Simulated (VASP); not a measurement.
Given:

```
CELL_PARAMETERS angstrom
      0.00000     2.78275     2.78275
      2.78275     0.00000     2.78275
      2.78275     2.78275     0.00000
ATOMIC_POSITIONS crystal
  Li 0.25000 0.25000 0.25000
  Li 0.75000 0.75000 0.75000
  S  0.00000 0.00000 0.00000
```

All values below come from LDA (Ceperley-Alder, Perdew-Zunger), VASP's LDA PAW potentials (set 64) (plane waves; VASP). Run with 520 eV cut-off, 8×8×8 Γ-centred mesh, Gaussian smearing of 0.050 eV, potentials Li_sv S.

Task: What does the run give for the energy per atom (σ→0), band gap (on the k-mesh) with the smallest direct gap where there is one?

Result: 
| Quantity | Value |
|---|---|
| band gap (on the k-mesh) | 3.11 eV |
| smallest direct gap (on the k-mesh) | 4.44 eV |
| energy per atom (σ→0) | -4.338 eV/atom |

The compound is Li2S in the antifluorite structure. It was relaxed first, which changed the volume by -8 %.
